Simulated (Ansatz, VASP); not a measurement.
**PtC: VASP beside Ansatz**

The input INCAR:

```
SYSTEM = PtC
PREC = Accurate
ENCUT = 520
EDIFF = 1E-6
ISMEAR = -1
SIGMA = 0.05
LREAL = .False.
LASPH = .True.
NELM = 80
ALGO = Normal
ISIF = 2
LWAVE = .False.
LCHARG = .True.
GGA = PS
LELF = .True.
LVHAR = .True.
NBANDS = 14
```

Contents of KPOINTS:

```
Automatic mesh
0
Gamma
  14 14 14
  0 0 0
```

Contents of POSCAR:

```
PtC
1.0
    2.6560040483      0.0000000000      0.0000000000
    0.0000000000      2.6560040483      0.0000000000
    0.0000000000      0.0000000000      2.6560040483
Pt C
1 1
Direct
    0.0000000000      0.0000000000      0.0000000000
    0.5000000000      0.5000000000      0.5000000000
```

Input for Ansatz:

```yaml
crystal:
  lattice:
    - [2.6560040483, 0.0, 0.0]
    - [0.0, 2.6560040483, 0.0]
    - [0.0, 0.0, 2.6560040483]
  atoms:
    - { symbol: Pt, position: [0.0, 0.0, 0.0] }
    - { symbol: C, position: [0.5, 0.5, 0.5] }
kpoints:
  mp_grid: { grid: [14, 14, 14] }
scf:
  occupations: { method: fermi_dirac, width: 0.05 }
hamiltonian:
  xc: pbesol
  pseudopotentials: { kind: paw }
output:
  forces: true
  stress: true
  eigenvalues: true
  populations: true
```

Change from the starting cell: volume scaled by 0.88, PAW files.

Alike in both runs: task single point; functional PBEsol; k mesh 14 × 14 × 14; occupations fermi-dirac, width 0.05 eV; no spin polarisation.

|  | VASP | Ansatz |
| --- | --- | --- |
| version | VASP 6.6.1 | Ansatz 0.2.0 |
| potentials or method | VASP PAW PBE potentials, release 64 (Pt, C) | PAW with Ansatz's default frozen-core files, scalar-relativistic |
| plane-wave cutoff (eV) | 520 | 420 |
| valence electrons in the cell | 14 | 22 |

Ansatz gave:

| Property | Result |
| --- | --- |
| pressure (GPa) | 46.3 |

Task: Estimate VASP's values.

Result: Pressure (GPa): 46.6.

The functional is the same, so the differences come from potentials, cutoffs and numerics. The two sets of potentials don't hold the same shells in valence.

Caveats: so large a pressure means that the cell lies far from this level's equilibrium, or that cutoff or potentials fall short (VASP); the potentials were made for another functional, which shifts forces and pressure (VASP). Spin-orbit coupling is left out, which matters for the levels of Pt.
